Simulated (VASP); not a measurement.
A convergence study with VASP on BN (hex): one setting is varied, all else stays as given below, so the limit is that of these other settings.

```xyz
4
Lattice="1.2520 -2.1685 0.0000 1.2520 2.1685 0.0000 0.0000 0.0000 6.6600" Properties=species:S:1:pos:R:3 pbc="T T T"
B      1.2520     0.7228     1.6650
B      1.2520    -0.7228     4.9950
N      1.2520    -0.7228     1.6650
N      1.2520     0.7228     4.9950
```

Calculation: PBEsol GGA, VASP's PBE PAW potentials (set 64) (plane waves; VASP 6.6.1). The tightest run used: 700 eV cut-off, 15×15×5 Monkhorst-Pack mesh, Gaussian smearing of 0.050 eV, potentials B N.

The settings run are 1×1×1 mesh; 2×2×1 mesh; 3×3×1 mesh; 4×4×1 mesh; 5×5×2 mesh; 6×6×2 mesh; 7×7×3 mesh; 8×8×3 mesh; 9×9×3 mesh; 10×10×4 mesh; 11×11×4 mesh; 12×12×4 mesh; 13×13×5 mesh; 14×14×5 mesh; 15×15×5 mesh. From which on does the energy per atom stay within 0.01 eV/atom of the tightest run?

From 5×5×2 mesh on: it is off by 0.0033 there and by no more than 0.01 in any finer run, while 4×4×1 mesh is off by 0.0217.
```tsv
setting	E (eV/atom)	pressure (GPa)	irreducible k-points	difference judged (eV/atom)
1×1×1 mesh	-5.9938	23.23	1	3.1519
2×2×1 mesh	-9.3534	-1.40	2	0.2078
3×3×1 mesh	-9.0713	1.16	3	0.0744
4×4×1 mesh	-9.1240	1.48	6	0.0217
5×5×2 mesh	-9.1423	0.61	5	0.0033
6×6×2 mesh	-9.1459	0.58	12	0.0003
7×7×3 mesh	-9.1455	0.59	16	0.0002
8×8×3 mesh	-9.1457	0.59	40	0.0000
9×9×3 mesh	-9.1456	0.59	24	0.0000
10×10×4 mesh	-9.1457	0.59	60	0.0000
11×11×4 mesh	-9.1457	0.59	32	0.0000
12×12×4 mesh	-9.1457	0.59	84	0.0000
13×13×5 mesh	-9.1457	0.59	63	0.0000
14×14×5 mesh	-9.1457	0.59	168	0.0000
15×15×5 mesh	-9.1457	0.59	81	0.0000
```

Left out are rungs that failed or repeat a setting and relaxations that didn't move; long series are thinned to 24 rows.

The compound is BN in the hex structure. The cell was not relaxed at this level.
